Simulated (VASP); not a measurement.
Calculation: PBE GGA, VASP's PBE PAW potentials (set 64) (plane waves; VASP).

The input files of a VASP run:

KPOINTS:
```
Regular mesh
0
gamma
  12 12 12
```

**POSCAR**
```
NiAl
1
    2.8405065883    -0.0000000000     0.0000000000
   -0.0000000000     2.8405065883     0.0000000000
   -0.0000000000    -0.0000000000     2.8405065883
Al Ni
1 1
Direct
  0.5000000000   0.5000000000   0.5000000000
  0.0000000000   0.0000000000   0.0000000000
```

### INCAR
```
ISMEAR = 1   # Methfessel-Paxton
LMAXMIX = 4
PSTRESS = 100
IBRION = 2
ALGO = Normal   # blocked Davidson
PREC = Accurate
EDIFFG = -0.01
LREAL = .False.
EDIFF = 1E-7
GGA = PE
NSW = 40
ISIF = 3
SYSTEM = NiAl
LCHARG = .False.
LASPH = .True.   # aspherical one-centre terms
LWAVE = .False.
NELM = 100
SIGMA = 0.1
ENCUT = 480   # plane-wave cut-off (eV)
```

POTCAR, in this order: Al Ni (PBE.64 set). Program: vasp_std.

Output

### OSZICAR
```
       N       E                     dE             d eps       ncg     rms          rms(c)
DAV:   1     0.402899929135E+02    0.40290E+02   -0.55685E+03  1688   0.130E+03
DAV:   2    -0.107456526950E+02   -0.51036E+02   -0.48468E+02  1690   0.206E+02
DAV:   3    -0.119556701479E+02   -0.12100E+01   -0.11990E+01  2006   0.414E+01
DAV:   4    -0.119759191672E+02   -0.20249E-01   -0.20240E-01  2022   0.479E+00
DAV:   5    -0.119764936976E+02   -0.57453E-03   -0.57451E-03  1944   0.835E-01    0.122E+01
DAV:   6    -0.135980929281E+02   -0.16216E+01   -0.55808E+01  1858   0.131E+02    0.150E+01
DAV:   7    -0.105169582521E+02    0.30811E+01   -0.16061E+01  1842   0.779E+01    0.104E+00
DAV:   8    -0.105127300678E+02    0.42282E-02   -0.34793E-01  2032   0.736E+00    0.105E+00
DAV:   9    -0.104984259611E+02    0.14304E-01   -0.54996E-02  1960   0.389E+00    0.177E-01
DAV:  10    -0.104981349122E+02    0.29105E-03   -0.12012E-03  1954   0.534E-01    0.854E-02
DAV:  11    -0.104981288163E+02    0.60959E-05   -0.41526E-05  2424   0.800E-02    0.248E-02
DAV:  12    -0.104981271535E+02    0.16628E-05   -0.49146E-06  1964   0.388E-02    0.370E-03
DAV:  13    -0.104981269217E+02    0.23184E-06   -0.17350E-07  1146   0.449E-03    0.181E-03
DAV:  14    -0.104981269137E+02    0.79551E-08   -0.55335E-08   900   0.267E-03
   1 F= -.90676633E+01 E0= -.90677087E+01  d E =-.906766E+01
```

File OUTCAR:
```
------------------------ aborting loop because EDIFF is reached ----------------------------------------
  FORCE on cell =-STRESS in cart. coord.  units (eV):
  Direction    XX          YY          ZZ          XY          YZ          ZX
  --------------------------------------------------------------------------------------
  Total        1.4137640      1.4137640      1.4137640     -0.0000000      0.0000000     -0.0000000
  in kB       98.8325706     98.8325706     98.8325706     -0.0000000      0.0000000     -0.0000000
  external PRESSURE =      -1.1674294 kB  Pullay stress =     100.0000000 kB
  volume of cell :       22.92
      direct lattice vectors                 reciprocal lattice vectors
     2.840506588  0.000000000  0.000000000     0.352049879  0.000000000  0.000000000
     0.000000000  2.840506588  0.000000000     0.000000000  0.352049879  0.000000000
     0.000000000  0.000000000  2.840506588     0.000000000  0.000000000  0.352049879
 POSITION                                       TOTAL-FORCE (eV/Angst)
 -----------------------------------------------------------------------------------
      1.42025      1.42025      1.42025         0.000000      0.000000      0.000000
      0.00000      0.00000      0.00000         0.000000      0.000000      0.000000
 -----------------------------------------------------------------------------------
    total drift:                                0.000000      0.000000      0.000000
  FREE ENERGIE OF THE ION-ELECTRON SYSTEM (eV)
  ---------------------------------------------------
  free  energy   TOTEN  =       -10.4981269137 eV

  energy  without entropy=      -10.4982632475  energy(sigma->0) =      -10.49817236
  enthalpy is  TOTEN    =        -9.0676632832 eV   P V=        1.4304636305

 reached required accuracy - stopping structural energy minimisation
```
(Selected blocks of OUTCAR.)

### OUTCAR
```
 val. band max:       10.6206622146   @ k =   0.5000   0.4167   0.3333

 cond. band min:      10.6566577746   @ k =   0.3333   0.1667   0.0000


 Fermi energy:        10.6438539912

 k-point     1 :       0.0000    0.0000    0.0000
  band No.  band energies     occupation
      1      -0.8538      2.00000
      2       7.1644      2.00000
      3       7.1644      2.00000
      4       8.9693      2.00000
      5       8.9693      2.00000
      6       8.9693      2.00000
      7      16.2817      0.00000
      8      16.2817      0.00000
      9      16.2817      0.00000
     10      18.8622      0.00000

 k-point     2 :       0.0833    0.0000    0.0000
  band No.  band energies     occupation
      1      -0.7220      2.00000
      2       7.1549      2.00000
      3       7.1964      2.00000
      4       8.9111      2.00000
      5       8.9111      2.00000
      6       8.9756      2.00000
      7      15.0041      0.00000
      8      16.4555      0.00000
      9      16.4555      0.00000
     10      18.8655      0.00000

 k-point     3 :       0.1667    0.0000    0.0000
  band No.  band energies     occupation
      1      -0.3294      2.00000
      2       7.0799      2.00000
      3       7.2851      2.00000
      4       8.7596      2.00000
      5       8.7596      2.00000
      6       8.9927      2.00000
      7      13.0987      0.00000
      8      16.9547      0.00000
      9      16.9547      0.00000
     10      18.8749      0.00000

 k-point     4 :       0.2500    0.0000    0.0000
  band No.  band energies     occupation
      1       0.3155      2.00000
      2       6.7812      2.00000
      3       7.4099      2.00000
      4       8.5680      2.00000
      5       8.5680      2.00000
      6       9.0163      2.00000
      7      11.4796     -0.00000
      8      17.7291      0.00000
      9      17.7291      0.00000
     10      18.8894      0.00000

 k-point     5 :       0.3333    0.0000    0.0000
...
```

The compound is NiAl in the CsCl type structure. It was relaxed first under an external pressure of 10 GPa. The run is not spin-polarised, so no magnetic state was tried. The electron count is odd and the run is not spin-polarised, which forces a metal.
